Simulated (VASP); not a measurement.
VASP runs on SnO share one base input (PBE GGA, plane waves, VASP's PBE PAW potentials (set 64)) and change the settings named in each case.

File POSCAR:
```
SnO
1
    3.6790150000     0.0000000000     0.0000000000
    0.0000000000     3.6790150000     0.0000000000
    0.0000000000     0.0000000000    16.2253540000
Sn O
2 2
Direct
  0.5000000000   0.0000000000   0.5685760000
  0.0000000000   0.5000000000   0.4314240000
  0.0000000000   0.0000000000   0.5000000000
  0.5000000000   0.5000000000   0.5000000000
```

### INCAR
```
EDIFF=1E-6
ISMEAR=0
SYSTEM=SnO
ALGO=Normal   # blocked Davidson
SIGMA=0.05   # width (eV)
ISIF=2
PREC=Accurate
ENCUT=400
LCHARG=.FALSE.
NELM=100
LREAL=.FALSE.
LMAXMIX=4   # l cut-off of mixed one-centre charges
LASPH=.TRUE.
LWAVE=.FALSE.
GGA=PE   # PBE
```

KPOINTS:
```
Automatic
0
Gamma
5 5 1
0 0 0
```

POTCAR, in this order: Sn_d O (PBE.64 set). Program: vasp_std.

| change | E(σ→0) (eV/atom) | largest force (eV/Å) |
|---|---|---|
| base run | -5.5373 | 2.666 |
| GGA removed, POTCAR Sn_d O (LDA.64 set) | -6.2900 | 1.771 |
| GGA_COMPAT = .FALSE., LNONCOLLINEAR = .TRUE., LSORBIT = .TRUE., MAGMOM = 0.0 0.0 0.0 0.0 0.0 0.0 0.0 0.0 0.0 0.0 0.0 0.0, program vasp_ncl | -5.5567 | 2.664 |
| KPOINTS 7×7×1 Γ-centred mesh | -5.5380 | 2.667 |
 Energies of different potentials or functionals have different zeros.  The cell holds a wide vacuum, so values per volume refer to the whole cell. Unless said otherwise, spin-orbit coupling is left out, though it shifts the bands of the heavy elements here.

Left out are runs that ran out of time, are held back, or changed the cell or the kind of run, fixed moments of cells without a moment, rows past the twelfth, gaps on odd meshes, pressures of charged cells and columns that move by less than the noise.

The cell is a sheet or thin cut with vacuum, built from a generated structure.
